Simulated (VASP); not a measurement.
Data:

```xyz
4
Lattice="3.9256 0.0000 0.0000 0.0000 3.9256 0.0000 0.0000 0.0000 3.9256" Properties=species:S:1:pos:R:3 pbc="T T T"
Ti     0.0000     0.0000     0.0000
Pt     0.0000     1.9628     1.9628
Pt     1.9628     0.0000     1.9628
Pt     1.9628     1.9628     0.0000
```

Method: PBE GGA, VASP's PBE PAW potentials (set 64) (plane waves; VASP 6.6.1). Run with 480 eV cut-off, 8×8×8 Γ-centred mesh, first-order Methfessel-Paxton smearing of 0.10 eV, potentials Ti_sv Pt.

Task: Give the stress tensor in GPa (positive for a compressed cell).

Result: 
```
3.90  0.00  0.00
0.00  3.90  0.00
0.00  0.00  3.90
```
The pressure is its mean diagonal, 3.90 GPa.

The compound is Pt3Ti in the L1_2 structure. This cell was strained or had an atom moved on purpose.
